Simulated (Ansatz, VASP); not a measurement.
## Two plane-wave programs on Sr3B

INCAR

```
SYSTEM = Sr3B
PREC = Accurate
ENCUT = 520
EDIFF = 1E-6
ISMEAR = 0
SIGMA = 0.1
LREAL = .FALSE.
LASPH = .TRUE.
NELM = 60
ALGO = Normal
ISIF = 2
LWAVE = .FALSE.
LCHARG = .FALSE.
GGA = PE
NBANDS = 24
```

Contents of KPOINTS:

```
Automatic mesh
0
G
  4 4 4
  0 0 0
```

The input POSCAR:

```
Sr3B
1.0
    0.0000000000      4.3090414200      4.3090414200
    4.3090414200      0.0000000000      4.3090414200
    4.3090414200      4.3090414200      0.0000000000
Sr B
3 1
Direct
    0.5000000000      0.5000000000      0.5000000000
    0.2500000000      0.2500000000      0.2500000000
    0.7500000000      0.7500000000      0.7500000000
    0.0000000000      0.0000000000      0.0000000000
```

Input for Ansatz:

```yaml
crystal:
  lattice:
    - [0.0, 4.30904142, 4.30904142]
    - [4.30904142, 0.0, 4.30904142]
    - [4.30904142, 4.30904142, 0.0]
  atoms:
    - { symbol: Sr, position: [0.5, 0.5, 0.5] }
    - { symbol: Sr, position: [0.25, 0.25, 0.25] }
    - { symbol: Sr, position: [0.75, 0.75, 0.75] }
    - { symbol: B, position: [0.0, 0.0, 0.0] }
basis:
  ecutwfc: 420
kpoints:
  mp_grid: { grid: [4, 4, 4] }
hamiltonian:
  xc: pbe
scf:
  occupations: { method: gaussian, width: 0.1 }
  lower_state_search: "off"
output:
  forces: true
  stress: true
  eigenvalues: true
```

Alike in both runs: task single point; functional PBE; k mesh 4 × 4 × 4; occupations gaussian, width 0.1 eV; no spin polarisation.

|  | VASP | Ansatz |
| --- | --- | --- |
| version | VASP 6.6.1 | Ansatz 0.2.0 |
| potentials or method | VASP PAW PBE potentials, release 64 (Sr_sv, B) | scalar-relativistic, plane waves, PAW |
| plane-wave cutoff (eV) | 520 | 420 |
| valence electrons in the cell | 33 | 33 |

```tsv
	VASP	Ansatz	Ansatz less VASP
gap on the k mesh at the Fermi level (eV)	none	none	-
pressure (GPa)	-2.1	-2.1	-0.01
```

A gap of «none» marks a metal or a gap that the smearing closes. The functional is the same, so the differences come from potentials, cutoffs and numerics.
